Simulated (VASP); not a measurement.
# CdBr: relaxation of cell and atoms with revPBE

The system is CdBr.

```
Cd Br
1.0
     0.00000    3.07239    3.07239
     3.07239    0.00000    3.07239
     3.07239    3.07239    0.00000
Cd Br
1 1
Direct
  0.00000 0.00000 0.00000
  0.50000 0.50000 0.50000
```

The cell was built by a generator and needn't be a form met in nature.

```json
{
 "Program": "VASP 6.6.1",
 "Task": "relaxation of cell and atoms",
 "Functional": "revPBE",
 "Potentials or basis": "VASP PAW PBE potentials, release 64 (Cd, Br)",
 "Cutoff": "600 eV",
 "k mesh": "8 × 8 × 8",
 "Occupations": "fermi-dirac, width 0.05 eV",
 "Spin": "no spin polarisation",
 "Further INCAR settings": "ALGO = Normal; EDIFF = 1e-06; IBRION = 2; EDIFFG = -0.005; NSW = 40; ISIF = 3"
}
```

| Property | Result |
| --- | --- |
| Relaxed volume | 31.99 Å³/atom |
| Relaxed cell | a = 4.490 Å, b = 4.490 Å, c = 4.490 Å, α = 60.00°, β = 60.00°, γ = 60.00° |
| Space group after relaxing (to 0.05 Å) | Fm-3m (No. 225) |
| Energy gained by relaxing | 21.9 meV/atom |
| Ionic steps | 4 |
| Pressure after relaxing | 0.0 GPa |
| Band gap on the k mesh | none (metal or under the smearing width) |

Step by step:
| step | energy change (eV) | largest force (eV/Å) | pressure (GPa) | volume (Å³) |
| --- | --- | --- | --- | --- |
| 1 | 0.0000 | 0.0000 | 2.61 | 58.00 |
| 2 | -0.0399 | 0.0000 | 0.66 | 62.06 |
| 3 | -0.0438 | 0.0000 | -0.04 | 64.11 |
| 4 | -0.0439 | 0.0000 | 0.01 | 63.99 |

Final structure:
```cif
data_structure
_symmetry_space_group_name_H-M 'P 1'
_symmetry_Int_Tables_number 1
_cell_length_a 4.4896
_cell_length_b 4.4896
_cell_length_c 4.4896
_cell_angle_alpha 60.000
_cell_angle_beta 60.000
_cell_angle_gamma 60.000
_cell_volume 63.99
loop_
_atom_site_label
_atom_site_type_symbol
_atom_site_fract_x
_atom_site_fract_y
_atom_site_fract_z
_atom_site_occupancy
Cd1 Cd 0.00000 0.00000 0.00000 1
Br1 Br 0.50000 0.50000 0.50000 1
```

Levels at points of the mesh, in eV from the Fermi level:
| k point | band 6 | band 7 | band 8 | band 9 | band 10 | band 11 | band 12 | band 13 |
| --- | --- | --- | --- | --- | --- | --- | --- | --- |
| (0.00, 0.00, 0.00) | -8.42 | -3.22 | -3.22 | -3.22 | -2.37 | 7.08 | 7.09 | 7.20 |
| (0.50, 0.00, 0.00) | -8.37 | -5.37 | -3.00 | -3.00 | 1.62 | 1.72 | 4.13 | 4.13 |
| (0.50, 0.50, 0.00) | -8.30 | -4.72 | -3.80 | -3.80 | -1.53 | 4.78 | 5.31 | 6.56 |

It took 80 s on 1 thread of AMD EPYC 7R13 Processor (Zen 3) (shared host), peak memory 0.2 GiB.

Caveat: the PAW data sets were made with another functional, which shifts forces and pressure a little; an odd number of electrons without spin polarisation forces a metal; a magnetic or distorted state may lie lower.
